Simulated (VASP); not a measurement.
Data:

```
InP
1.0
    0.00000     2.93824     2.93824
    2.93824     0.00000     2.93824
    2.93824     2.93824     0.00000
In P
1 1
Direct
  0.00000   0.00000   0.00000
  0.25000   0.25000   0.25000
```

All values below come from PBEsol GGA, VASP's PBE PAW potentials (set 64) (plane waves; VASP). Run with 400 eV cut-off, 9×9×9 Γ-centred mesh, tetrahedra with Blöchl corrections, potentials In_d P.

Unless said otherwise, spin-orbit coupling is left out, though it shifts the bands of the heavy elements here.

Q: Tabulate the total density of states (states/eV per cell) against energy (eV; zero at the valence-band maximum or, without a gap, the Fermi level).

A: 
(E (eV), DOS (states/eV)): (-9.94, 1.00); (-9.82, 1.31); (-9.58, 1.57); (-9.46, 1.52); (-9.22, 1.85); (-9.10, 1.04); (-8.86, 0.00); (-8.74, 0.00); (-8.50, 0.00); (-8.38, 0.00); (-8.14, 0.00); (-8.02, 0.00); (-7.78, 0.00); (-7.66, 0.00); (-7.42, 0.00); (-7.30, 0.00); (-7.18, 0.00); (-6.94, 0.00); (-6.82, 0.00); (-6.58, 0.00); (-6.46, 0.00); (-6.22, 0.00); (-6.10, 0.00); (-5.86, 0.00); (-5.74, 0.14); (-5.50, 3.32); (-5.38, 1.78); (-5.14, 0.89); (-5.02, 0.76); (-4.78, 0.60); (-4.66, 0.51); (-4.42, 0.39); (-4.30, 0.36); (-4.18, 0.34); (-3.94, 0.29); (-3.82, 0.26); (-3.58, 0.20); (-3.46, 0.18); (-3.22, 0.97); (-3.10, 1.78); (-2.86, 1.27); (-2.74, 1.22); (-2.50, 1.48); (-2.38, 1.68); (-2.14, 1.80); (-2.02, 1.81); (-1.78, 1.77); (-1.66, 1.72); (-1.54, 1.70); (-1.30, 1.67); (-1.18, 1.62); (-0.94, 1.22); (-0.82, 0.95); (-0.58, 0.60); (-0.46, 0.45); (-0.22, 0.26); (-0.10, 0.09); (0.14, 0.00); (0.26, 0.00); (0.50, 0.00); (0.62, 0.00); (0.86, 0.00); (0.98, 0.01); (1.22, 0.01); (1.34, 0.02); (1.46, 0.04); (1.70, 0.22); (1.82, 0.41); (2.06, 0.81); (2.18, 1.01); (2.42, 1.67); (2.54, 2.07); (2.78, 2.00); (2.90, 1.98); (3.14, 1.16); (3.26, 0.97); (3.50, 0.79); (3.62, 0.79); (3.86, 0.83); (3.98, 0.91)
Within 2 eV below the valence-band maximum the largest weight inside VASP's projection spheres is P p, then In p.

The structure was generated: InP was put into the zinc blende type (F-43m), which need not be its known phase. It was relaxed first, which changed the volume by +7 %.
